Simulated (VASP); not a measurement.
Data:

```
CELL_PARAMETERS angstrom
      3.16275     0.00000     0.00000
     -1.58138     2.73902     0.00000
      0.00000     0.00000     3.51261
ATOMIC_POSITIONS crystal
  Hf 0.00000 0.00000 0.00000
  B  0.33333 0.66667 0.50000
  B  0.66667 0.33333 0.50000
```

The numbers are results of PBEsol GGA, VASP's PBE PAW potentials (set 64) (plane waves; VASP), not measurements. Numerical set-up: 400 eV cut-off, 8×8×6 Γ-centred mesh, Fermi-Dirac smearing of 0.10 eV, potentials Hf_pv B.

At this cut-off the stress carries a Pulay error, which pulls relaxed volumes low.

### Question
Give the stress tensor in GPa (positive for a compressed cell).

### Answer

```
 -9.55    0.00    0.00
  0.00   -9.55    0.00
  0.00    0.00  -11.06
```
The pressure is its mean diagonal, -10.05 GPa.

The structure comes from a computed database's HfB2 entry; how it stands against other phases isn't given here. The cell was not relaxed at this level.
